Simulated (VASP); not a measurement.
Crystal: AlGa3N2.

```
Al Ga N
1.0
    -2.74043    2.74043    2.95916
     2.74043   -2.74043    2.95916
     2.74043    2.74043   -2.95916
Al Ga N
1 3 2
Direct
  0.00000 0.00000 0.00000
  0.50000 0.00000 0.50000
  0.00000 0.50000 0.50000
  0.50000 0.50000 0.00000
  0.75000 0.25000 0.50000
  0.25000 0.75000 0.50000
```

The cell was built by a generator and needn't be a form met in nature.

* Program: VASP 6.6.1
* Task: relaxation of cell and atoms
* Functional: PBE
* Potentials or basis: VASP PAW PBE potentials, release 64 (Al, Ga_d, N)
* Cutoff: 520 eV
* k mesh: 4 × 4 × 4
* Occupations: gaussian, width 0.15 eV
* Spin: no spin polarisation

At the start: pressure 66.2 GPa; volume 14.82 Å³/atom.

Task: How do energy, volume and symmetry change on relaxing?

Result: Over 6 steps the energy falls by 1284.7 meV/atom and the volume is 18.83 Å³/atom (+27.1 %); space group I4/mmm (No. 139, to 0.05 Å).

The path:
| step | energy change (eV) | largest force (eV/Å) | pressure (GPa) | volume (Å³) |
| --- | --- | --- | --- | --- |
| 1 | 0.0000 | 0.0000 | 66.22 | 88.89 |
| 2 | 2.5403 | 0.0000 | -19.98 | 176.67 |
| 3 | -7.2271 | 0.0000 | -7.31 | 122.18 |
| 4 | -7.5573 | 0.0000 | -4.26 | 117.85 |
| 5 | -7.7074 | 0.0000 | 0.61 | 112.49 |
| 6 | -7.7080 | 0.0000 | -0.07 | 112.98 |

Final structure:
```
CELL_PARAMETERS angstrom
-2.79067 2.79067 3.62684
2.79067 -2.79067 3.62684
2.79067 2.79067 -3.62684
ATOMIC_POSITIONS crystal
Al 0.00000 0.00000 0.00000
Ga 0.50000 0.00000 0.50000
Ga 0.00000 0.50000 0.50000
Ga 0.50000 0.50000 0.00000
N 0.75000 0.25000 0.50000
N 0.25000 0.75000 0.50000
```

Caveat: the k mesh is coarse (spacing up to 0.41 Å⁻¹), so the values aren't converged; the volume moved by over 15 % at a fixed basis, so the end points are rough.
